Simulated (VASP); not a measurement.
GaP: energy against volume

GaP (zinc blende, F-43m, 20.180 Å³/atom and stress up to 0.24 GPa in the relaxed cell, cube axes along x, y and z) under an equal strain ε along all three axes. r2SCAN in VASP (plane waves, PAW), 480 eV, 10×10×10 Γ-centred mesh, Gaussian smearing 0.05 eV; ions are relaxed, or left where forces stay under 0.02 eV/Å, within the symmetry of each cell.

Here V stands for volume and E for E less E0.

```csv
volume (Å³/atom),E less E0 (meV/atom),pressure (GPa)
18.9936,23.54,6.40
19.2858,13.38,4.70
19.5810,6.18,3.11
19.8792,1.75,1.61
20.1804,0.00,0.24
20.4846,0.78,-1.05
20.7918,3.94,-2.25
21.1022,9.37,-3.36
21.4156,16.92,-4.38
22.0516,?,?
```

### Question
Using the third-order Birch-Murnaghan form, a cubic in V^(-2/3), estimate the missing E at V = 22.0516 from the other rows, showing the fit.

### Answer
With u = V^(-2/3) - 0.135, the rows have u = 0.005474, 0.004051, 0.002650, 0.001270, -0.000089, -0.001428, -0.002747, -0.004047, -0.005328. Least squares gives E = 0.046 + 469.5·u + 690493·u² + 1450182·u³. Residuals (row less fit): -0.004, 0.004, 0.014, -0.009, -0.010, 0.001, 0.003, 0.011, -0.007; standard error 0.011 (degrees of freedom: 5). Its minimum lies at u = -0.000340, so V0 = (0.134660)^(-3/2) = 20.24. There d²E/du² = 1378000 and d³E/du³ = 8701000, so B0 = (4/9) × 20.24^(-7/3) × 1378000 × 0.160218 = 87.9 GPa (the last factor turns the table's units into GPa), and B0' = 4 + (2/3) × 0.134660 × (8701000)/1378000 = 4.6. B0' rests on the cubic coefficient alone and has a standard error of 0.1 from these residuals. At the withheld row, u = -0.007833, so E = 0.046 + 469.5 × (-0.007833) + 690493 × (-0.007833)² + 1450182 × (-0.007833)³ = 38.037 meV/atom. The calculation gives 37.98 meV/atom, 0.057 meV/atom below the prediction (0.2 % of the range of E in the table). The row lies outside the fitted rows, so this is an extrapolation. From the scatter of the fitted rows alone, a prediction at this place has a standard error of 0.043 meV/atom, so the miss is 1.3 times that.

Other structures, which can take over under pressure, weren't tried. The same form fitted to the pressure column gives B0' = 4.5; series where the two differ by over 0.4 aren't shown. Rows are the converged runs of the series near zero and its far end, less any whose ions stayed unrelaxed beside relaxed ones; series whose fitted rows scatter by over a few per cent of the range, as at a crossing or softening among them, aren't shown in this form.
